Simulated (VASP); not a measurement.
Input:

```
CsCl
1.0
    4.34111     0.00000     0.00000
    0.00000     4.34111     0.00000
    0.00000     0.00000     4.34111
Cs Cl
1 1
Direct
  0.00000   0.00000   0.00000
  0.50000   0.50000   0.50000
```

These are revPBE GGA, VASP's PBE PAW potentials (set 64) (plane waves; VASP) values and carry that method's errors. Settings: 520 eV cut-off, Gaussian smearing of 0.050 eV, potentials Cs_sv Cl.

Unless said otherwise, spin-orbit coupling is left out, though it shifts the bands of the heavy elements here.

Task: Give the energies of bands 3 to 11 at the high-symmetry points, in eV from the valence-band maximum.

Result: 
```json
[
 {"band": "3", "Γ": "-6.29", "X": "-6.66", "M": "-6.76", "R": "-6.64"},
 {"band": "4", "Γ": "-6.29", "X": "-6.21", "M": "-6.76", "R": "-6.64"},
 {"band": "5", "Γ": "-6.29", "X": "-6.21", "M": "-6.16", "R": "-6.64"},
 {"band": "6", "Γ": "0.00", "X": "-0.85", "M": "-0.38", "R": "-0.74"},
 {"band": "7", "Γ": "0.00", "X": "-0.12", "M": "-0.38", "R": "-0.74"},
 {"band": "8", "Γ": "0.00", "X": "-0.12", "M": "0.00", "R": "-0.74"},
 {"band": "9", "Γ": "4.88", "X": "6.43", "M": "5.95", "R": "7.94"},
 {"band": "10", "Γ": "5.63", "X": "7.05", "M": "6.02", "R": "7.94"},
 {"band": "11", "Γ": "5.63", "X": "8.15", "M": "7.82", "R": "7.94"}
]
```

The gap is indirect, 4.88 eV, from the valence maximum at M to the conduction minimum at Γ.

Measured: gap 8.35 eV at 80 K (computed value off by -3.47 eV), as given by Wikipedia, Caesium chloride.

The compound is CsCl in the CsCl type structure. It was relaxed first, which changed the volume by +17 %.
